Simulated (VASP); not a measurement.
Pt3Rh (ordered alloy cell): computed properties

Calculation: PBEsol GGA, VASP's PBE PAW potentials (set 64) (plane waves; VASP).

```yaml
space_group: Cmmm (65)
cell: a = 5.481 Å, b = 7.750 Å, c = 2.752 Å, α = β = γ = 90.00°
volume_per_atom: 14.61 Å^3/atom
band gap (over mesh and band path): none (metal, semimetal or under 0.01 eV)
density: 19.55 g/cm³
```

```xyz
4
Lattice="0.0081 3.8840 3.8749 3.8840 0.0081 3.8749 1.9461 1.9461 0.0000" Properties=species:S:1:pos:R:3 pbc="T T T"
Rh     0.0000     0.0000     0.0000
Pt     1.9420     0.0040     1.9374
Pt     0.0040     1.9420     1.9374
Pt     1.9461     1.9461     3.8749
```

Unless said otherwise, spin-orbit coupling is left out, though it shifts the bands of the heavy elements here.

The structure was generated: Pt3Rh was put into an ordered model structure (Cmmm), which need not be its known phase. It was relaxed first. Symmetry was kept, so distortions that lower it aren't found. The electron count is odd and the run is not spin-polarised, which forces a metal.
